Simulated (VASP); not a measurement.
```yaml
crystal:
  lattice:
    - [2.81892, 0.00000, 0.00000]
    - [0.00000, 2.81892, 0.00000]
    - [0.00000, 0.00000, 2.81892]
  atoms:
    - { symbol: Yb, position: [0.00000, 0.00000, 0.00000] }
    - { symbol: N, position: [0.50000, 0.50000, 0.50000] }
```

Calculation: PBE GGA, VASP's PBE PAW potentials (set 64) (plane waves; VASP 6.6.1). Run with 520 eV cut-off, 6×6×6 Monkhorst-Pack mesh, Gaussian smearing of 0.050 eV, potentials Yb_2 N.

The 4f electrons are frozen in the core of the lanthanide potential, so 4f levels, which can set the real gap, and their magnetism are missing. Gaps are read on the run's mesh, which can miss a band edge.

Question: Estimate the energy per atom (σ→0), pressure, band gap (on the k-mesh) with the smallest direct gap where there is one.

Answer: 
| Property | Value |
|---|---|
| band gap (on the k-mesh) | none (metal, semimetal or under 0.01 eV) |
| energy per atom (σ→0) | -5.234 eV/atom |
| pressure | 155.2 kbar |

The absolute energy has meaning only against runs of the same code, potentials and settings.

The structure was generated: YbN was put into the CsCl type (Pm-3m), which need not be its known phase. The cell was not relaxed at this level. The k-mesh is coarse (spacing up to 0.37 per Å, 2π included), so the numbers may not be converged in it. The run is one of a series of settings (KPOINTS 6×6×6 Monkhorst-Pack mesh against the base run), some of them coarse on purpose. The electron count is odd and the run is not spin-polarised, which forces a metal.
